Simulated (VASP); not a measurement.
Energy against volume of Hf (hcp). Method: revTPSS meta-GGA, VASP's PBE PAW potentials (set 64) (plane waves; VASP). Settings: 520 eV cut-off, 13×13×7 Γ-centred mesh, first-order Methfessel-Paxton smearing of 0.10 eV, potentials Hf_pv.

Shape and ions are relaxed at each volume.

```
V (Å³/atom)  E (eV/atom)
-----------  -----------
20.369          26.91766
21.019          26.89416
21.669          26.88655
22.319          26.89302
```

Task: Fit these four points and predict the energy of the run at 22.969 Å³/atom.

Result: A cubic in V^(−2/3), the third-order Birch-Murnaghan form, passes through the four points with V0 = 21.68 Å³/atom and B0 = 115 GPa, and gives 26.9120 eV/atom there. The run gave 26.9120 eV/atom, +0.0 meV/atom from the fit; all five points give B0 = 115 GPa.

The compound is Hf in the hcp structure. It was relaxed first.
